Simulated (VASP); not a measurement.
**MnCuAs: the relaxed cell at several levels**

Aim: relax MnCuAs with several functionals and dispersion schemes, and compare the cells. The levels: LDA, PBEsol, PBE, r2SCAN, PBE + D3(BJ), r2SCAN + rVV10, PBEsol + D3(BJ) and PBE + TS. The start is a computed cell from the Materials Project.

Method: LDA, spin-polarised from a ferromagnetic start; plane waves and PAW (Mn_pv, Cu, As), in the first sound run; inputs show where later runs differ, in VASP 6.6.1.

## Step 1: The structure

The structure is tetragonal, space group P4/nmm (No. 129). Conventional cell: a = 3.699 Å, b = 3.699 Å, c = 6.408 Å, α = 90.00°, β = 90.00°, γ = 90.00°. Nearest to Mn lie 5 As at 2.49 to 2.64 Å and 4 Cu at 2.84 Å. Nearest to Cu lie 4 As at 2.56 Å and 4 Cu at 2.62 Å and 4 Mn at 2.84 Å. As has 5 Mn at 2.49 to 2.64 Å and 4 Cu at 2.56 Å nearest. Farther neighbours are not listed.

## Step 2: Magnetic order: ferromagnetic

The properties of a magnet depend on its order, so a few collinear patterns are compared first on the cell as listed, beginning with all moments parallel. LDA, the lowest rung, knows the local density alone.

The input, INCAR:

```
SYSTEM = MnCuAs
PREC = Accurate
ENCUT = 400
EDIFF = 1E-06
NELM = 100
ISMEAR = -1
SIGMA = 0.05
LREAL = .FALSE.
ALGO = Normal
GGA = CA
NBANDS = 44
ISPIN = 2
MAGMOM = 4 4 0.6 0.6 0 0
LASPH = .TRUE.
LMAXMIX = 4
LORBIT = 11
LWAVE = .FALSE.
LCHARG = .FALSE.
KPAR = 8
ISIF = 2
```

The input, POSCAR:

```
MnCuAs
1.0
    3.6994910000      0.0000000000      0.0000000000
    0.0000000000      3.6994910000      0.0000000000
    0.0000000000      0.0000000000      6.4084220000
Mn Cu As
2 2 2
Direct
    0.0000000000      0.5000000000      0.1640200000
    0.5000000000      0.0000000000      0.8359800000
    0.0000000000      0.0000000000      0.5000000000
    0.5000000000      0.5000000000      0.5000000000
    0.0000000000      0.5000000000      0.7762460000
    0.5000000000      0.0000000000      0.2237540000
```

The input, KPOINTS:

```
Automatic mesh
0
Gamma
6 6 4
0 0 0
```

Potentials, in the order of the species: Mn_pv, Cu and As (PBE family, release 64).

Launch:

```console
> mpirun -np 8 vasp_std
```

Numbers of over 12 decimals in the logs are rounded to 6 here.

Output:

```text
[banner, memory and clock lines left out]
running    8 mpi-ranks, on    1 nodes
 distrk:  each k-point on    1 cores,    8 groups
 distr:  one band on    1 cores,    1 groups

 POSCAR found type information on POSCAR MnCuAs
 POSCAR found :  3 types and       6 ions
|                                                                             |
|           W    W    AA    RRRRR   N    N  II  N    N   GGGG   !!!           |
|           W    W   A  A   R    R  NN   N  II  NN   N  G    G  !!!           |
|           W    W  A    A  R    R  N N  N  II  N N  N  G       !!!           |
|           W WW W  AAAAAA  RRRRR   N  N N  II  N  N N  G  GGG   !            |
|           WW  WW  A    A  R   R   N   NN  II  N   NN  G    G                |
|           W    W  A    A  R    R  N    N  II  N    N   GGGG   !!!           |
|                                                                             |
|     For optimal performance we recommend to set                             |
|       NCORE = 2 up to number-of-cores-per-socket                            |
|     NCORE specifies how many cores store one orbital (NPAR=cpu/NCORE).      |
|     This setting can greatly improve the performance of VASP for DFT.       |
|     The default, NCORE=1 might be grossly inefficient on modern             |
|     multi-core architectures or massively parallel machines. Do your        |
|     Unfortunately you need to use the default for GW and RPA                |
|     calculations (for HF NCORE is supported but not extensively tested      |
|     yet).                                                                   |
|                                                                             |

|                                                                             |
|               ----> ADVICE to this user running VASP <----                  |
|                                                                             |
|     You enforced a specific xc type in the INCAR file but a different       |
|     [... a line on the potential file left out ...]
|     I HOPE YOU KNOW WHAT YOU ARE DOING!                                     |
|                                                                             |

 LDA part: xc-table for (Slater(with rela. corr.)+CA(PZ))
 , standard interpolation
 POSCAR, INCAR and KPOINTS ok, starting setup
 FFT: planning ... GRIDC
 FFT: planning ... GRID_SOFT
 FFT: planning ... GRID
 WAVECAR not read
 entering main loop
       N       E                     dE             d eps       ncg     rms          rms(c)
DAV:   1     0.512349071056E+03    0.51235E+03   -0.24180E+04  5840   0.145E+03
DAV:   2     0.357175431653E+01   -0.50878E+03   -0.48312E+03  5304   0.389E+02
DAV:   3    -0.423998580251E+02   -0.45972E+02   -0.41916E+02  5844   0.132E+02
DAV:   4    -0.442264407802E+02   -0.18266E+01   -0.18028E+01  6972   0.278E+01
DAV:   5    -0.442810419131E+02   -0.54601E-01   -0.54569E-01  6576   0.489E+00    0.210E+01
DAV:   6    -0.426737130773E+02    0.16073E+01   -0.48179E+01  6760   0.124E+02    0.146E+01
DAV:   7    -0.395335676966E+02    0.31401E+01   -0.11544E+01  6848   0.610E+01    0.407E+00
DAV:   8    -0.396199439206E+02   -0.86376E-01   -0.10900E+00  8296   0.148E+01    0.366E+00
DAV:   9    -0.395766205616E+02    0.43323E-01   -0.24155E-01  8080   0.110E+01    0.175E+00
DAV:  10    -0.395583988576E+02    0.18222E-01   -0.39915E-02  7776   0.366E+00    0.732E-01
DAV:  11    -0.395555958069E+02    0.28031E-02   -0.10555E-02  7824   0.275E+00    0.192E-01
DAV:  12    -0.395558325341E+02   -0.23673E-03   -0.20466E-03  6732   0.240E-01    0.667E-02
DAV:  13    -0.395558400202E+02   -0.74861E-05   -0.92434E-05  7636   0.125E-01    0.327E-02
DAV:  14    -0.395558431079E+02   -0.30877E-05   -0.75805E-06  7260   0.480E-02    0.742E-03
DAV:  15    -0.395558434369E+02   -0.32904E-06   -0.10191E-06  3240   0.763E-03
   1 F= -.39555843E+02 E0= -.39539797E+02  d E =-.320921E-01  mag=     6.5594
```

Wall time 11 s (8 MPI ranks of Intel Xeon 6975P-C (Granite Rapids), shared host); peak memory 1.9 GiB.

The logs omit lines about the potential files and the build; timing stands in the text.

Parts of OUTCAR (step 2):

```text
ion  position               nearest neighbor table
   1  0.000  0.500  0.164-   5 2.49   6 2.64   6 2.64   6 2.64   6 2.64   3 2.84   4 2.84   4 2.84
                             3 2.84
   2  0.500  0.000  0.836-   6 2.49   5 2.64   5 2.64   5 2.64   5 2.64   3 2.84   3 2.84   4 2.84
                             4 2.84
   3  0.000  0.000  0.500-   5 2.56   6 2.56   5 2.56   6 2.56   4 2.62   4 2.62   4 2.62   4 2.62
                             2 2.84   1 2.84   2 2.84   1 2.84
   4  0.500  0.500  0.500-   5 2.56   6 2.56   6 2.56   5 2.56   3 2.62   3 2.62   3 2.62   3 2.62
                             1 2.84   2 2.84   2 2.84   1 2.84
   5  0.000  0.500  0.776-   1 2.49   3 2.56   4 2.56   3 2.56   4 2.56   2 2.64   2 2.64   2 2.64
                             2 2.64
   6  0.500  0.000  0.224-   2 2.49   3 2.56   4 2.56   4 2.56   3 2.56   1 2.64   1 2.64   1 2.64
                             1 2.64

  LATTYP: Found a simple tetragonal cell.
 ALAT       =     3.6994910000
 C/A-ratio  =     1.7322442466

 Subroutine GETGRP returns: Found 16 space group operations
 (whereof  8 operations were pure point group operations)

The static configuration has the point symmetry D_2d.
 The point group associated with its full space group is D_4h.

 Found     30 irreducible k-points:

   k-points           NKPTS =     30   k-points in BZ     NKDIM =     30   number of bands    NBANDS=     44

   dimension x,y,z NGX =    24 NGY =   24 NGZ =   42
   dimension x,y,z NGXF=    48 NGYF=   48 NGZF=   84

   ENCUT  =  400.0 eV  29.40 Ry    5.42 a.u.   6.03  6.03 10.45*2*pi/ulx,y,z

   NELECT =      58.0000    total number of electrons

 k-points in reciprocal lattice and weights: Automatic mesh
   0.00000000  0.00000000  0.00000000       0.007
   0.16666667  0.00000000  0.00000000       0.028
   0.33333333  0.00000000  0.00000000       0.028
   0.50000000  0.00000000  0.00000000       0.014
   0.16666667  0.16666667  0.00000000       0.028
   0.33333333  0.16666667  0.00000000       0.056
   0.50000000  0.16666667  0.00000000       0.028
   0.33333333  0.33333333  0.00000000       0.028
   0.50000000  0.33333333  0.00000000       0.028
[...]
0.50000000  0.33333333  0.50000000       0.028
   0.50000000  0.50000000  0.50000000       0.007

 average (electrostatic) potential at core
       1 -66.5471       2 -66.5471       3 -63.7685       4 -63.7685       5 -47.1687
       6 -47.1687

 E-fermi :   7.4540

 spin component 1
 k-point     1 :       0.0000    0.0000    0.0000
  band No.  band energies     occupation
    ...
     27       5.4332      1.00000
     28       5.4963      1.00000
     29       5.4963      1.00000
     30       5.8354      1.00000
     31       5.8354      1.00000
     32       8.2618      0.00000
     33       8.2618      0.00000
     34       8.4214      0.00000
     35       8.5696      0.00000
     36      10.0373      0.00000
    ...

 k-point     2 :       0.1667    0.0000    0.0000
  band No.  band energies     occupation
    ...
     28       5.4452      1.00000
     29       5.8095      1.00000
     30       5.8859      1.00000
     31       6.6240      1.00000
     32       6.9190      0.99998
     33       8.3778      0.00000
     34       8.6631      0.00000
     35       9.9996      0.00000
     36      10.5628      0.00000
     37      11.7311      0.00000
    ...

 k-point     3 :       0.3333    0.0000    0.0000
  band No.  band energies     occupation
    ...
     28       5.5558      1.00000
     29       5.8277      1.00000
     30       5.8448      1.00000
     31       6.6111      1.00000
     32       7.2430      0.98553
     33       8.1035      0.00000
     34       9.4547      0.00000
     35      10.8743      0.00000
     36      11.0880      0.00000
     37      11.8570      0.00000
    ...

 k-point     4 :       0.5000    0.0000    0.0000
  band No.  band energies     occupation
    ...
     28       5.6924      1.00000
     29       5.7792      1.00000
     30       5.7792      1.00000
     31       6.6857      1.00000
     32       6.6857      1.00000
     33       9.4090      0.00000
     34       9.4090      0.00000
     35      11.1951      0.00000
     36      11.1951      0.00000
     37      12.6199      0.00000
    ...

 k-point     5 :       0.1667    0.1667    0.0000
  band No.  band energies     occupation
    ...
     28       5.8297      1.00000
     29       5.8343      1.00000
     30       5.8993      1.00000
     31       6.0988      1.00000
     32       6.8810      0.99999
     33       7.7760      0.00160
     34       8.1289      0.00000
     35      11.2871      0.00000
     36      11.2998      0.00000
     37      11.9092      0.00000
    ...

 k-point     6 :       0.3333    0.1667    0.0000
  band No.  band energies     occupation
    ...
     29       5.8085      1.00000
     30       5.8944      1.00000
     31       6.6095      1.00000
     32       6.8617      0.99999
     33       7.2959      0.95942
     34       7.9838      0.00003
     35      11.2578      0.00000
     36      11.3705      0.00000
     37      12.4880      0.00000
     38      13.0451      0.00000
    ...

  Total       -6.6686143     -6.6686143     -6.8188538      0.0000000      0.0000000      0.0000000
  in kB     -121.8179061   -121.8179061   -124.5623823      0.0000000      0.0000000      0.0000000
  external PRESSURE =    -122.7327315 kB  Pullay stress =       0.0000000 kB

  energy-cutoff  :      400.00
  volume of cell :       87.71
      direct lattice vectors                 reciprocal lattice vectors
     3.699491000  0.000000000  0.000000000     0.270307456  0.000000000  0.000000000
     0.000000000  3.699491000  0.000000000     0.000000000  0.270307456  0.000000000
     0.000000000  0.000000000  6.408422000     0.000000000  0.000000000  0.156044655

 POSITION                                       TOTAL-FORCE (eV/Angst)
 -----------------------------------------------------------------------------------
      0.00000      1.84975      1.05111         0.000000      0.000000     -0.109421
      1.84975      0.00000      5.35731         0.000000      0.000000      0.109421
      0.00000      0.00000      3.20421         0.000000      0.000000     -0.000000
      1.84975      1.84975      3.20421         0.000000     -0.000000     -0.000000
      0.00000      1.84975      4.97451        -0.000000     -0.000000      0.164144
      1.84975      0.00000      1.43391         0.000000      0.000000     -0.164144
 -----------------------------------------------------------------------------------
    total drift:                                0.000000      0.000000      0.000000

  FREE ENERGIE OF THE ION-ELECTRON SYSTEM (eV)
  ---------------------------------------------------
  free  energy   TOTEN  =       -39.5558434369 eV

  energy  without entropy=      -39.5237513545  energy(sigma->0) =      -39.53979740

 total charge
# of ion       s       p       d       tot
------------------------------------------
    1        0.250   6.199   5.126  11.575
    2        0.250   6.199   5.126  11.575
    3        0.412   0.403   9.206  10.021
    4        0.412   0.403   9.206  10.021
    5        1.219   1.510   0.072   2.801
    6        1.219   1.510   0.072   2.801
--------------------------------------------------
tot          3.761  16.225  28.809  48.796

 magnetization (x)
# of ion       s       p       d       tot
------------------------------------------
    1        0.036   0.017   3.129   3.182
    2        0.036   0.017   3.129   3.182
    3       -0.010  -0.009   0.041   0.022
    4       -0.010  -0.009   0.041   0.022
    5        0.017  -0.055   0.004  -0.034
    6        0.017  -0.055   0.004  -0.034
--------------------------------------------------
tot          0.087  -0.095   6.348   6.340

[... 6 further parts left out ...]
```

The k-mesh is coarse for a metal. The PAW data sets were made with PBE, though LDA sets exist; this is a small mismatch. At this level the cell is under a tension of 12.3 GPa, so at these settings it is away from equilibrium.

This step gave:

- SCF cycles: 15
- electrons: 58
- bands: 44
- irreducible k-points: 30
- symmetry operations: 16
- free energy (TOTEN): -39.56 eV
- energy at zero smearing: -39.54 eV
- Fermi energy: 7.454 eV
- pressure: -12.27 GPa
- moment of the cell, from the last line of the log: 6.559 μB
- metallic: yes

Spin moment in the PAW sphere by atom:

| atom | spin moment in the PAW sphere (μB) |
| --- | --- |
| Mn1 | 3.18 |
| Mn2 | 3.18 |
| Cu3 | 0.02 |
| Cu4 | 0.02 |
| As5 | -0.03 |
| As6 | -0.03 |

Force by atom:

```
atom  x (eV/Å)  y (eV/Å)  z (eV/Å)   size
 Mn1     0.000     0.000    -0.109  0.109
 Mn2     0.000     0.000     0.109  0.109
 Cu3     0.000     0.000     0.000  0.000
 Cu4     0.000     0.000     0.000  0.000
 As5     0.000     0.000     0.164  0.164
 As6     0.000     0.000    -0.164  0.164
```

The run ends ferromagnetic with a largest moment of 3.18 μB, and the mesh shows no gap.

[end of part 1 of 7]

[Lines on the potential files, build, host, timing and source positions are cut from VASP's logs without a mark.]

[Logs are printed without paths, hosts, clocks, repeated set-up lines and the standing remarks that a program may print on its own settings, such as how far it seeks lower states.]

[Hosts, paths, dates, database ids (printed as entryN), source tags and the programs' standing remarks are cut or masked in the printed files.]

[A measured line is paired with the nearest computed mode of its activity, which favours agreement.]
